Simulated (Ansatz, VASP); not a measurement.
# Cross-check of SiO2 (Cristobalite) between VASP and Ansatz

Aim: how closely do two programs agree when they are given the same cell, functional and k mesh? The cell is taken from a series of runs on this material, whose earlier steps may have relaxed, scaled, displaced or heated it; both programs get it as it stands.

Method: plane waves, with VASP 6.6.1 beside it; G0W0 gap at PBE0 form with 50 % exact exchange with an exact-exchange share of 0.5, in Ansatz 0.2.0.

## (1) Starting point

Symmetry: P4_12_12, No. 92, tetragonal system. Conventional cell: a = 4.982 Å, b = 4.982 Å, c = 6.963 Å, α = 90.00°, β = 90.00°, γ = 90.00°. Nearest to Si lie 4 O at 1.60 to 1.61 Å. Nearest to O lie 2 Si at 1.60 to 1.61 Å. Farther neighbours and most contacts between anions are not listed.

Coordinates:

```cif
data_structure
_symmetry_space_group_name_H-M 'P 1'
_symmetry_Int_Tables_number 1
_cell_length_a 4.9820
_cell_length_b 4.9820
_cell_length_c 6.9630
_cell_angle_alpha 90.000
_cell_angle_beta 90.000
_cell_angle_gamma 90.000
_cell_volume 172.82
loop_
_atom_site_label
_atom_site_type_symbol
_atom_site_fract_x
_atom_site_fract_y
_atom_site_fract_z
_atom_site_occupancy
Si1 Si 0.29897 0.29897 0.00000 1
Si2 Si 0.20103 0.79897 0.25000 1
Si3 Si 0.70103 0.70103 0.50000 1
Si4 Si 0.79897 0.20103 0.75000 1
O5 O 0.23989 0.10347 0.17813 1
O6 O 0.39653 0.73989 0.42813 1
O7 O 0.76011 0.89653 0.67813 1
O8 O 0.60347 0.26011 0.92813 1
O9 O 0.73989 0.39653 0.57187 1
O10 O 0.89653 0.76011 0.32187 1
O11 O 0.26011 0.60347 0.07187 1
O12 O 0.10347 0.23989 0.82187 1
```

## (2) Ansatz: G0W0 gap, PBE0 form with 50 % exact exchange with an exact-exchange share of 0.5

Ansatz runs on its PAW soft_1 files.

Quasiparticle shifts depend on high empty states and on the cores, so they are the hardest test of two PAW sets.

The input, input.yaml:

```yaml
crystal:
  lattice:
    - [4.982, 0.0, 0.0]
    - [0.0, 4.982, 0.0]
    - [0.0, 0.0, 6.963]
  atoms:
    - { symbol: Si, position: [0.29897, 0.29897, 0.0] }
    - { symbol: Si, position: [0.20103, 0.79897, 0.25] }
    - { symbol: Si, position: [0.70103, 0.70103, 0.5] }
    - { symbol: Si, position: [0.79897, 0.20103, 0.75] }
    - { symbol: O, position: [0.23989, 0.10347, 0.17813] }
    - { symbol: O, position: [0.39653, 0.73989, 0.42813] }
    - { symbol: O, position: [0.76011, 0.89653, 0.67813] }
    - { symbol: O, position: [0.60347, 0.26011, 0.92813] }
    - { symbol: O, position: [0.73989, 0.39653, 0.57187] }
    - { symbol: O, position: [0.89653, 0.76011, 0.32187] }
    - { symbol: O, position: [0.26011, 0.60347, 0.07187] }
    - { symbol: O, position: [0.10347, 0.23989, 0.82187] }
kpoints:
  mp_grid: { grid: [2, 2, 2] }
hamiltonian:
  xc: { exchange: pbe, correlation: pbe, exx: { coeff: 0.5 } }
  pseudopotentials: { kind: paw, azcp: { folder: soft_1 } }
scf:
  occupations: { method: fixed }
gw:
  n_empty_bands: 720
  ecut_chi: 150.0
  qp_bands: [v4, c4]
  qp_kpoints: band_edges
  screening: { model: contour_deformation }
```

Command:

```
ansatz run input.yaml --threads 2 --pin off --max-ram 73728MiB --backend cuda --events-out ev --progress --plain --runs-dir out --devices 1 --max-vram 13GiB
```

Numbers of over 12 decimals in the logs are rounded to 6 here.

What it wrote:

```text
GPUs: using 1 of 1 available (devices: 1).
Engine: ansatz 0.2.0, x86_64-unknown-linux-gnu
Pseudopotentials: kind: paw
Pseudopotential: Si, paw, valence charge 4, recommended cutoff 420 eV (normal), soft_1/Si.paw.azcp
Pseudopotential: O, paw, valence charge 6, recommended cutoff 420 eV (normal), soft_1/O.paw.azcp
Functional definition: unnamed
  parameter a_1 = 0.5
  exchange = (1 - a_1)*pbe_x + a_1*exact_x
  correlation = pbe_c
davidson cushion auto → on  (no smearing: the cushion is to keep the highest requested band from converging to the state above it; pin scf.eigensolver.cushion to override)
device memory: the entry about to start is reckoned to put 1.7 GiB on a device that reports 48.8 GiB free (of which the cap on the GPU budget leaves the run 13.0 GiB)
GPU FFT provider: cuFFT
GPU libraries: cuBLAS 13.8.2, cuFFT 12.4.0, cuSOLVER 12.3.4
Crystal: 12 atoms, lattice volume = 172.824 Å³
Basis set: ecut = 420 eV, 3387 PW (Γ)
Bands: 44, of which v1, the nominal top of the filled ones, is band 32 counted from 1 (31 counted from 0)
Symmetry: 8 space group operations
Space group: P41212 (ITA 92), of the structure as read, at distance tolerance 5.6e-5 Å
k-points: 6 of 8
Non-local potential: Si, projectors of the file, l = 0: 2, l = 1: 2, l = 2: 1
Non-local potential: O, projectors of the file, l = 0: 2, l = 1: 2, l = 2: 1
PAW form: soft (Blöchl's): semilocal exchange-correlation on the pseudo side does not see the compensation charge
PAW frozen core: Si, regenerated for the run's functional, and the local potential with it (the file was generated under x = pbe(κ = 0.804, μ = 0.219515), c = pbe(β = 0.066725))
PAW frozen core: O, regenerated for the run's functional, and the local potential with it (the file was generated under x = pbe(κ = 0.804, μ = 0.219515), c = pbe(β = 0.066725))
PAW one-centre angular grid: Si, 110 points (default); XC on 64 Gauss nodes
PAW one-centre angular grid: O, 110 points (default); XC on 64 Gauss nodes
Initial density: superposition of atomic densities (chi_scale 0.1, normalization cell, long waves kept (reshape's long-wave potential 0.00 eV rms))
Initial wavefunctions: pseudopotential atomic-orbital guess
GPU buffer pool allocated for 62208 grid points (all kernels)
GPU transforms: local potential and band sums: pruned to the plane-wave sphere, on 36×36×48
Functional: x = pbe(κ = 0.804, μ = 0.219515), c = pbe(β = 0.066725), warm-up for x = 0.5 pbe(κ = 0.804, μ = 0.219515) + 0.5 exact, c = pbe(β = 0.066725)
SCF iter   1: F=—  HF=-7103.376898 eV  |F-HF|=—  |Δ(HF+E_count)|=         —  Δρ=1.29e-1  dr2=2.57e1  ethr=1.00e-1  ⟨swp⟩=5.2  Hψ=988  notcnv=0
preconditioner: auto → none  [insulator: Δε(μ)=7.429 eV  Ē_g=18.183 eV  n_scr=36 (ndim 8)  ℏωp=22.6 eV  f_vac=0.116]
SCF iter   2: F=—  HF=-7096.986908 eV  |F-HF|=—  |Δ(HF+E_count)|=    6.39e0  Δρ=6.51e-2  dr2=3.06e0  ethr=4.01e-2  ⟨swp⟩=3.2  Hψ=777  notcnv=0
SCF iter   3: F=—  HF=-7096.232194 eV  |F-HF|=—  |Δ(HF+E_count)|=   7.55e-1  Δρ=2.06e-2  dr2=3.08e-1  ethr=4.78e-3  ⟨swp⟩=3.3  Hψ=702  notcnv=0
iter 4 solved again at ethr=2.12e-5 eV; its pass at ethr=4.81e-4 eV (dr2=1.36e-2 eV) is discarded
SCF iter   4: F=—  HF=-7096.286440 eV  |F-HF|=—  |Δ(HF+E_count)|=   5.42e-2  Δρ=2.95e-3  dr2=1.52e-2  ethr=2.12e-5  ⟨swp⟩=3.5  Hψ=1422  notcnv=0
SCF iter   5: F=—  HF=-7096.281698 eV  |F-HF|=—  |Δ(HF+E_count)|=   4.74e-3  Δρ=1.40e-3  dr2=3.36e-3  ethr=2.12e-5  ⟨swp⟩=2.2  Hψ=583  notcnv=0
SCF iter   6: F=-7096.280679 eV  HF=-7096.280761 eV  |F-HF|=8.18e-5  |Δ(HF+E_count)|=   9.38e-4  Δρ=2.68e-4  dr2=1.17e-4  ethr=5.25e-6  ⟨swp⟩=4.5  Hψ=881  notcnv=0
SCF 1 stopped early in 6 iterations: F = -7096.280679 eV  dr2 = 1.17e-4
  greatest PAW one-centre occupation: 0.861 electrons in one spin orbital (limit 2), on the O atom at site 11 (counted from 0), in its partial waves of l = 0
device memory: the entry about to start is reckoned to put 2.3 GiB on a device that reports 48.8 GiB free (of which the cap on the GPU budget leaves the run 13.0 GiB)
GPU FFT provider: cuFFT
GPU libraries: cuBLAS 13.8.2, cuFFT 12.4.0, cuSOLVER 12.3.4
Initial density: handed on by an earlier stage of this run
Initial wavefunctions: those handed on with the density
GPU buffer pool allocated for 62208 grid points (all kernels)
GPU transforms: local potential and band sums: pruned to the plane-wave sphere, on 36×36×48
Functional: x = 0.5 pbe(κ = 0.804, μ = 0.219515) + 0.5 exact, c = pbe(β = 0.066725)
[...]
eigensolver tolerance schedule: the retry pair's looser diagonalisation over-reported the residual by 0.21 of it (diagonalisation noise at 0.23 of the residual, at the tolerance the schedule requests for it); recorded, not acted on — ethr = c·dr2/N_el stays at c = 1.0e-1
SCF iter   4: F=—  HF=-7102.492803 eV  |F-HF|=—  |Δ(HF+E_count)|=   2.51e-6  Δρ=2.34e-5  dr2=6.43e-7  ethr=3.12e-10  ⟨swp⟩=8.5  Hψ=1210  notcnv=0  defer=7
SCF iter   5: F=-7102.492803 eV  HF=-7102.492803 eV  |F-HF|=6.57e-9  |Δ(HF+E_count)|=   2.53e-7  Δρ=2.50e-6  dr2=1.89e-8  ethr=3.12e-10  ⟨swp⟩=4.2  Hψ=857  notcnv=0
SCF 3 converged in 5 iterations: F = -7102.492803 eV  dr2 = 1.89e-8
  greatest PAW one-centre occupation: 0.868 electrons in one spin orbital (limit 2), on the O atom at site 9 (counted from 0), in its partial waves of l = 0
hybrid outer 2: dexx = +2.973e-5 eV, tail = 7.82e-7 eV, Δε = 5.65e-3 eV (about 2.28e-4 eV left of the loop's levels)
device memory: the entry about to start is reckoned to put 4.3 GiB on a device that reports 57.0 GiB free (of which the cap on the GPU budget leaves the run 13.0 GiB)
NSCF: frozen V_eff on 6 k-points
Exchange-term sweep: 0 of 6 (spin, k) points
Exchange-term sweep: 1 of 6 (spin, k) points
Exchange-term sweep: 2 of 6 (spin, k) points
Exchange-term sweep: 3 of 6 (spin, k) points
Exchange-term sweep: 4 of 6 (spin, k) points
Exchange-term sweep: 5 of 6 (spin, k) points
Exchange-term sweep: 6 of 6 (spin, k) points
G₀W₀ screening: q 1/6
[... further progress lines ...]
hybrid SCF converged: 2 outer / 11 inner (+6 warm-up), last move |dexx| = 2.97e-5 eV, tail = 7.82e-7 eV
Stability not checked: this state was not tested for a lower state beside it, because the functional holds exact exchange (a hybrid, or Hartree-Fock), whose exchange loop this test does not read (fock_operator; see scf.lower_state_search)
Free energy (F): -7102.492808 eV
Frozen-core exchange: fock
Harris-Foulkes:  -7102.492808 eV  (|F-HF|=6.57e-9)
Internal energy: -7102.492808 eV  (E = F + TS)
E sigma→0 (E₀):  -7102.492808 eV
Fermi energy:    -2.194497 eV
--- Per-component energies (eV) ---
  E_band       = -647.057580
  E_kinetic    = 1577.005703
  E_local      = -4523.946685  (includes V_loc(G=0)·N_el)
  E_nonlocal   = 487.814284
  E_hartree    = 1705.343085
  E_xc         = -438.449407
  E_vxc        = -507.428625  (∫ρ·V_xc dr)
  E_exx        = -424.305086  (= α·E_x^exact, valence–valence)
  E_paw        = -3309.279710  (= ΣΔE_a)
  E_vpaw       = -242.574735  (= ΣTr[D̂ρ^β])
  E_aug_tail   = 0.006584  (compensation charges beyond the density's cutoff)
  E_ewald      = -2175.829413
  E_core_change = -0.852162  (= ΣΔE_core)
  E_smearing   = -0.000000  (= −TS)
  E_closure    = -0.000000  (closes the sum)
  Σ components = -7102.492808   (vs F -7102.492808, Δ=9.09e-13)
--- Band table (eV; the first three rows and the last of 6) ---
  k-point 0: bands = [... 28 lower, -2.9132, -2.5003, -2.5003, -2.1945, 8.7176, 12.0605, 12.0605, 12.6830, ... 4 higher]
  k-point 1: bands = [... 28 lower, -2.7611, -2.7611, -2.6380, -2.6380, 10.0130, 10.0130, 12.9299, 12.9299, ... 4 higher]
  k-point 2: bands = [... 28 lower, -2.9066, -2.9066, -2.7218, -2.7218, 10.8975, 10.8975, 12.4760, 12.4760, ... 4 higher]
  k-point 5: bands = [... 28 lower, -2.8940, -2.8940, -2.8940, -2.8940, 12.4319, 12.4319, 12.4319, 12.4319, ... 4 higher]
  guard bands above this table: 4 of the run's 44 bands. The solve was not asked for them (output.publish_guard_bands: true or output.eigenvalues: true publishes all)
--- G₀W₀: contour deformation, 5 samples at zero and on the imaginary axis and 1 off it, 8 q-points, 720 empty bands' worth ---
  eigenvalues of the whole cell's RPA ε∞ on this k-mesh (on a slab, of 1 + 4πα/V) = 1.7472, 1.7528, 1.7528; static W/v taken at q = 0 is 0.570870
  gw.qp_kpoints: band_edges: 6 of 6 stored k-points solved, in 1 pass; an edge of the gap read off the rows below is read off those points alone
    ik  band        ε_KS         Σx   Σc(E_QP)       V_xc       Z   E_QP_lin       E_QP  E_QP is
     0    29     -2.9132   -26.7372     2.9217   -24.2575  0.8694    -2.4719    -2.4712  root
     0    30     -2.5003   -26.9721     2.9303   -24.5192  0.8691    -2.0236    -2.0228  root
     0    31     -2.5003   -26.9721     2.9303   -24.5192  0.8691    -2.0236    -2.0228  root
     0    32     -2.1945   -26.8952     2.9096   -24.4644  0.8694    -1.7165    -1.7157  root
     0    33      8.7176    -5.1926    -2.5331    -7.7606  0.9202     8.7525     8.7525  root
     0    34     12.0605    -4.9186    -2.7164    -7.7488  0.9157    12.1743    12.1743  root
     0    35     12.0605    -4.9186    -2.7164    -7.7488  0.9157    12.1743    12.1743  root
     0    36     12.6830    -5.9779    -3.0551    -9.3159  0.9087    12.9661    12.9658  root
     1    29     -2.7611   -26.6534     2.9200   -24.1816  0.8692    -2.3135    -2.3128  root
     1    30     -2.7611   -26.6534     2.9200   -24.1816  0.8692    -2.3135    -2.3128  root
     1    31     -2.6380   -26.6482     2.9224   -24.1771  0.8691    -2.1873    -2.1866  root
     1    32     -2.6380   -26.6482     2.9224   -24.1771  0.8691    -2.1873    -2.1866  root
     1    33     10.0130    -5.5358    -2.5274    -8.1388  0.9172    10.0886    10.0886  root
     1    34     10.0130    -5.5358    -2.5274    -8.1388  0.9172    10.0886    10.0886  root
     1    35     12.9299    -5.4390    -3.1433    -8.8616  0.9097    13.2095    13.2092  root
     1    36     12.9299    -5.4390    -3.1433    -8.8616  0.9097    13.2095    13.2092  root
     2    29     -2.9066   -26.3561     2.9047   -23.8819  0.8691    -2.4767    -2.4761  root
     2    30     -2.9066   -26.3561     2.9047   -23.8819  0.8691    -2.4767    -2.4761  root
     2    31     -2.7218   -26.7362     2.9287   -24.2627  0.8691    -2.2673    -2.2666  root
     2    32     -2.7218   -26.7362     2.9287   -24.2627  0.8691    -2.2673    -2.2666  root
     2    33     10.8975    -5.5113    -2.5714    -8.1684  0.9161    10.9832    10.9832  root
     2    34     10.8975    -5.5113    -2.5714    -8.1684  0.9161    10.9832    10.9832  root
     2    35     12.4760    -4.0340    -2.7351    -6.8260  0.9178    12.5328    12.5328  root
     2    36     12.4760    -4.0340    -2.7351    -6.8260  0.9178    12.5328    12.5328  root
[...]
5    29     -2.8940   -26.5144     2.9112   -24.0470  0.8689    -2.4510    -2.4503  root
     5    30     -2.8940   -26.5144     2.9112   -24.0470  0.8689    -2.4510    -2.4503  root
     5    31     -2.8940   -26.5144     2.9112   -24.0470  0.8689    -2.4510    -2.4503  root
     5    32     -2.8940   -26.5144     2.9112   -24.0470  0.8689    -2.4510    -2.4503  root
     5    33     12.4319    -4.8627    -2.5930    -7.5298  0.9156    12.5059    12.5059  root
     5    34     12.4319    -4.8627    -2.5930    -7.5298  0.9156    12.5059    12.5059  root
     5    35     12.4319    -4.8627    -2.5930    -7.5298  0.9156    12.5059    12.5059  root
     5    36     12.4319    -4.8627    -2.5930    -7.5298  0.9156    12.5059    12.5059  root
```

(Part 1 of 2 ends here.)

[Lines on the potential files, build, host, timing and source positions are cut from VASP's logs without a mark.]

[Logs are printed without paths, hosts, clocks, repeated set-up lines and the standing remarks that a program may print on its own settings, such as how far it seeks lower states.]

[Hosts, paths, dates, database ids (printed as entryN), source tags and the programs' standing remarks are cut or masked in the printed files.]
